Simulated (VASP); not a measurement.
Calculation: PBE GGA, VASP's PBE PAW potentials (set 64) (plane waves; VASP).

A VASP calculation is set up with these files.

**INCAR**
```
! general
SYSTEM =FeO
PREC   =Accurate
ENCUT  =520
LREAL  =.FALSE.
LASPH  =.TRUE.

! electronic loop
EDIFF  =1E-6
NELM   =100
ALGO   =Normal
LMAXMIX=4

! smearing
ISMEAR =0
SIGMA  =0.05

! functional
GGA    =PE

! spin
ISPIN  =2
MAGMOM =4.0 -4.0 0.0 0.0
NUPDOWN=2

! ions
ISIF   =2

! output
LWAVE  =.FALSE.
LCHARG =.FALSE.
LORBIT =10
```

**POSCAR**
```
FeO
1
    4.3300000000     2.1650000000     2.1650000000
    2.1650000000     4.3300000000     2.1650000000
    2.1650000000     2.1650000000     4.3300000000
Fe O
2 2
Direct
  0.0000000000   0.0000000000   0.0000000000
  0.5000000000   0.5000000000   0.5000000000
  0.2500000000   0.2500000000   0.2500000000
  0.7500000000   0.7500000000   0.7500000000
```

### KPOINTS
```
Regular mesh
0
G
  8 8 8
```

POTCAR, in this order: Fe O (PBE.64 set). Program: vasp_std.

What will the output report for the number of irreducible k-points (NKPTS), number of bands (NBANDS), largest plane-wave count, number of space-group operations, FFT grid (NGX, NGY, NGZ)?

```
Property                                       Value
--------------------------------------  ------------
number of irreducible k-points (NKPTS)            65
number of bands (NBANDS)                          18
largest plane-wave count                        1108
number of space-group operations                  12
FFT grid (NGX, NGY, NGZ)                40 × 40 × 40
```

The compound is FeO in the rock salt, AFM-II order structure. The cell was not relaxed at this level. The run is one of a series of settings (NUPDOWN = 2 against the base run), some of them coarse on purpose.
